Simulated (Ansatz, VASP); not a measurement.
**One calculation of BaAu3, two programs**

The input INCAR:

```
PREC = Accurate
ENCUT = 520
EDIFF = 1E-6
ISMEAR = 0
SIGMA = 0.05
LREAL = False
LASPH = True
NELM = 80
ALGO = Normal
ISIF = 2
LWAVE = False
LCHARG = True
GGA = PE
LELF = True
LVHAR = True
NBANDS = 30
```

Contents of KPOINTS:

```
Automatic mesh
0
Gamma
  8 8 8
```

POSCAR

```
BaAu3
1.0
    4.6875048308      0.0000000000      0.0000000000
    0.0000000000      4.6875048308      0.0000000000
    0.0000000000      0.0000000000      4.6875048308
Ba Au
1 3
Direct
    0.0000000000      0.0000000000      0.0000000000
    0.0000000000      0.5000000000      0.5000000000
    0.5000000000      0.5000000000      0.0000000000
    0.5000000000      0.0000000000      0.5000000000
```

Input for Ansatz:

```yaml
crystal:
  lattice:
    - [4.6875048308, 0.0, 0.0]
    - [0.0, 4.6875048308, 0.0]
    - [0.0, 0.0, 4.6875048308]
  atoms:
    - { symbol: Ba, position: [0.0, 0.0, 0.0] }
    - { symbol: Au, position: [0.0, 0.5, 0.5] }
    - { symbol: Au, position: [0.5, 0.5, 0.0] }
    - { symbol: Au, position: [0.5, 0.0, 0.5] }
basis:
  ecutwfc: 420
  ecutrho_ratio: 4
kpoints:
  mp_grid: { grid: [8, 8, 8] }
hamiltonian:
  xc: pbe
scf:
  occupations: { method: gaussian, width: 0.05 }
output:
  forces: true
  stress: true
  eigenvalues: true
```

Alike in both runs: task single point; functional PBE; k mesh 8 × 8 × 8; occupations gaussian, width 0.05 eV; no spin polarisation.

```csv
,VASP,Ansatz
version,VASP 6.6.1,Ansatz 0.2.0
potentials or method,"VASP PAW PBE potentials, release 64 (Ba_sv, Au)","scalar-relativistic, plane waves, PAW"
plane-wave cutoff (eV),520,420
valence electrons in the cell,43,67
```

```tsv
	VASP	Ansatz	Ansatz less VASP
gap on the k mesh at the Fermi level (eV)	none	none	-
pressure (GPa)	-0.3	-0.9	-0.57
```

A gap of «none» marks a metal or a gap that the smearing closes. The two sets of potentials don't hold the same shells in valence.

The runs have no spin-orbit coupling, so splittings on Au, Ba are missing.
